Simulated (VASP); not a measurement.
## GaAs: relaxation of cell and atoms with LDA

GaAs:

```
Ga As
1.0
     0.00000    2.87509    2.87509
     2.87509    0.00000    2.87509
     2.87509    2.87509    0.00000
Ga As
1 1
Cartesian
  0.0000 0.0000 0.0000
  4.3126 4.3126 4.3126
```

The cell is a database's computed one.

```
Program                : VASP 6.6.1
Task                   : relaxation of cell and atoms
Functional             : LDA
Potentials or basis    : VASP PAW LDA potentials, release 64 (Ga_d, As)
Cutoff                 : 600 eV
k mesh                 : 12 × 12 × 12
Occupations            : gaussian, width 0.1 eV
Spin                   : no spin polarisation
Dipole correction      : no
Further INCAR settings : ALGO = Normal; EDIFF = 1e-06; IBRION = 2; EDIFFG = -0.002; NSW = 100; ISIF = 3
```

- Relaxed volume: 22.09 Å³/atom
- Relaxed cell: a = 3.968 Å, b = 3.968 Å, c = 3.968 Å, α = 60.00°, β = 60.00°, γ = 60.00°
- Space group after relaxing (to 0.05 Å): F-43m (No. 216)
- Energy gained by relaxing: 25.9 meV/atom
- Ionic steps: 20
- Pressure after relaxing: 0.0 GPa
- Band gap on the k mesh: 0.50 eV, direct

The path:
```csv
step,energy change (eV),largest force (eV/Å),pressure (GPa),volume (Å³)
1,0.0000,0.0000,-4.59,47.53
2,-0.0444,0.0000,2.10,43.00
3,-0.0519,0.0000,0.03,44.16
4,-0.0519,0.0000,-0.16,44.22
5,-0.0519,0.0000,-0.06,44.22
6,-0.0519,0.0000,-0.11,44.22
7,-0.0519,0.0000,-0.09,44.21
8,-0.0519,0.0000,-0.10,44.21
9,-0.0519,0.0000,-0.10,44.21
10,-0.0519,0.0000,-0.10,44.21
11,-0.0519,0.0000,-0.03,44.20
12,-0.0519,0.0000,-0.08,44.20
13,-0.0519,0.0000,-0.03,44.20
14,-0.0519,0.0000,-0.07,44.20
15,-0.0519,0.0000,-0.07,44.19
16,-0.0519,0.0000,-0.03,44.19
17,-0.0519,0.0000,0.02,44.17
18,-0.0519,0.0000,-0.08,44.18
19,-0.0519,0.0000,0.02,44.17
20,-0.0519,0.0000,-0.01,44.17
```

Final structure:
```
Ga As
1.0
     0.00000    2.80573    2.80573
     2.80573    0.00000    2.80573
     2.80573    2.80573    0.00000
Ga As
1 1
Cartesian
  0.0000 0.0000 0.0000
  4.2086 4.2086 4.2086
```

Levels at points of the mesh, in eV from the valence-band top:
```tsv
k point	band 7	band 8	band 9	band 10	band 11	band 12
(0.00, 0.00, 0.00)	0.00	0.00	0.00	0.50	3.68	3.68
(0.50, 0.00, 0.00)	-6.82	-1.18	-1.18	0.93	4.59	4.59
(0.50, 0.50, 0.00)	-6.98	-2.77	-2.77	1.30	1.54	10.22
```

Run time: 2.6 min on 1 thread of Intel(R) Xeon(R) Platinum 8488C (Sapphire Rapids), with other jobs on the host, peak memory 0.2 GiB.

A k mesh can miss the band edges.
